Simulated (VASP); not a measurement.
Computed with PBE GGA with D3 dispersion (zero damping), VASP's PBE PAW potentials (set 64) (plane waves; VASP).

VASP ran on this input.

**POSCAR**
```
InP
4.1839190
  0.0000000000   0.7071067785   0.7071067785
  0.7071067785   0.0000000000   0.7071067785
  0.7071067785   0.7071067785   0.0000000000
In P
1 1
Cartesian
  0.0000000000   0.0000000000   0.0000000000
  0.3535533893   0.3535533893   0.3535533893
```

**KPOINTS**
```
k-points along high-symmetry lines
15
Line-mode
Reciprocal
  0.000000   0.000000   0.000000 ! GAMMA
 -0.500000  -0.500000   0.000000 ! X

 -0.500000  -0.500000   0.000000 ! X
 -0.375000  -0.375000   0.250000 ! U

 -0.375000  -0.000000   0.375000 ! K
  0.000000   0.000000   0.000000 ! GAMMA

  0.000000   0.000000   0.000000 ! GAMMA
 -0.000000  -0.000000   0.500000 ! L

 -0.000000  -0.000000   0.500000 ! L
 -0.500000  -0.250000   0.250000 ! W

 -0.500000  -0.250000   0.250000 ! W
 -0.500000  -0.500000   0.000000 ! X
```

INCAR:
```
SYSTEM=InP
PREC=Accurate; ENCUT=520; LREAL=F
LASPH=T; ICHARG=11
EDIFF=1E-7; NELM=100; ALGO=Normal
LMAXMIX=4
ISMEAR=0; SIGMA=0.05
GGA=PE; IVDW=11
LWAVE=F; LCHARG=F; LORBIT=11
```

POTCAR, in this order: In_d P (PBE.64 set). Program: vasp_std. Read from the step before: CHGCAR.

What VASP printed:

File OUTCAR:
```
 ion  position               nearest neighbor table
   1  0.000  0.000  0.000-   2 2.56   2 2.56   2 2.56   2 2.56
   2  0.250  0.250  0.250-   1 2.56   1 2.56   1 2.56   1 2.56
  LATTYP: Found a face centered cubic cell.
 ALAT       =     5.9169549716
 Subroutine PRICEL returns:
 Original cell was already a primitive cell.
 Subroutine GETGRP returns: Found 24 space group operations
The static configuration has the point symmetry T_d .
The dynamic configuration has the point symmetry T_d .
 Subroutine INISYM returns: Found 24 space group operations
   k-points           NKPTS =     90   k-points in BZ     NKDIM =     90   number of bands    NBANDS=     13
   number of dos      NEDOS =    301   number of ions     NIONS =      2
   total plane-waves  NPLWV =  32768
   dimension x,y,z NGX =    32 NGY =   32 NGZ =   32
   dimension x,y,z NGXF=    64 NGYF=   64 NGZF=   64
   ions per type =               1   1
   PREC   = accura    normal or accurate (medium, high low for compatibility)
   ISTART =      0    job   : 0-new  1-cont  2-samecut
   ICHARG =     11    charge: 1-file 2-atom 10-const
   ISPIN  =      1    spin polarized calculation?
   LNONCOLLINEAR =      F non collinear calculations
   LSORBIT =      F    spin-orbit coupling
   INIWAV =      1    electr: 0-lowe 1-rand  2-diag
   ENCUT  =  520.0 eV  38.22 Ry    6.18 a.u.   7.78  7.78  7.78*2*pi/ulx,y,z
   NELM   =    100;   NELMIN=  2; NELMDL= -5     # of ELM steps
   EDIFF  = 0.1E-06   stopping-criterion for ELM
   LREAL  =      F    real-space projection
   NLSPLINE    = F    spline interpolate recip. space projectors
   LMAXMIX     =    4 max onsite mixed and CHGCAR
   VOSKOWN=      0    Vosko Wilk Nusair interpolation
   EDIFFG = 0.1E-05   stopping-criterion for IOM
   NSW    =      0    number of steps for IOM
   NBLOCK =      1;   KBLOCK =      1    inner block; outer block
   IBRION =     -1    ionic relax: 0-MD 1-quasi-New 2-CG
   NFREE  =      0    steps in history (QN), initial steepest desc. (CG)
   ISIF   =      2    stress and relaxation
   ISYM   =      2    0-nonsym 1-usesym 2-fastsym
   TEIN   =    0.0    initial temperature
   TEBEG  =    0.0;   TEEND  =   0.0 temperature during run
...
```

### OSZICAR
```
       N       E                     dE             d eps       ncg     rms          rms(c)
DAV:   1     0.113747659945E+03    0.11375E+03   -0.87043E+03  2340   0.154E+03
DAV:   2     0.126802242811E+01   -0.11248E+03   -0.10933E+03  2420   0.331E+02
DAV:   3    -0.696538517951E+01   -0.82334E+01   -0.80361E+01  3060   0.915E+01
DAV:   4    -0.719320497605E+01   -0.22782E+00   -0.22761E+00  2826   0.167E+01
DAV:   5    -0.720359260001E+01   -0.10388E-01   -0.10387E-01  3479   0.316E+00
DAV:   6    -0.720382587942E+01   -0.23328E-03   -0.23328E-03  2937   0.415E-01
DAV:   7    -0.720383297912E+01   -0.70997E-05   -0.70997E-05  3483   0.730E-02
DAV:   8    -0.720383308789E+01   -0.10877E-06   -0.10873E-06  2866   0.900E-03
DAV:   9    -0.720383308977E+01   -0.18722E-08   -0.19130E-08  2050   0.155E-03
   1 F= -.75884384E+01 E0= -.75884384E+01  d E =-.225596E-13
```

File OUTCAR:
```
 val. band max:        4.8815486038   @ k =   0.0000   0.0000   0.0000

 cond. band min:       5.4381711674   @ k =   0.0000   0.0000   0.0000



 k-point     1 :       0.0000    0.0000    0.0000
  band No.  band energies     occupation
      1      -9.2499      2.00000
      2      -9.2499      2.00000
      3      -9.2499      2.00000
      4      -9.1116      2.00000
      5      -9.1116      2.00000
      6      -6.4442      2.00000
      7       4.8815      2.00000
      8       4.8815      2.00000
      9       4.8815      2.00000
     10       5.4382      0.00000
     11       8.9735      0.00000
     12       8.9735      0.00000
     13       8.9735      0.00000

 k-point     2 :      -0.0357   -0.0357    0.0000
  band No.  band energies     occupation
      1      -9.2525      2.00000
      2      -9.2487      2.00000
      3      -9.2487      2.00000
      4      -9.1120      2.00000
      5      -9.1112      2.00000
      6      -6.4254      2.00000
      7       4.5660      2.00000
      8       4.8339      2.00000
      9       4.8339      2.00000
     10       5.7517      0.00000
     11       8.9080      0.00000
     12       9.0385      0.00000
     13       9.0385      0.00000

 k-point     3 :      -0.0714   -0.0714    0.0000
  band No.  band energies     occupation
      1      -9.2600      2.00000
      2      -9.2454      2.00000
      3      -9.2454      2.00000
      4      -9.1133      2.00000
      5      -9.1100      2.00000
      6      -6.3693      2.00000
      7       4.0761      2.00000
      8       4.7006      2.00000
      9       4.7006      2.00000
     10       6.2325      0.00000
     11       8.7308      0.00000
     12       9.2240      0.00000
     13       9.2240      0.00000

 k-point     4 :      -0.1071   -0.1071    0.0000
  band No.  band energies     occupation
      1      -9.2719      2.00000
      2      -9.2399      2.00000
      3      -9.2399      2.00000
      4      -9.1155      2.00000
...
```

The density is held fixed in this step, so its total energy and stress have no physical meaning. Unless said otherwise, spin-orbit coupling is left out, though it shifts the bands of the heavy elements here.

The compound is InP in the zinc blende structure. It was relaxed first.
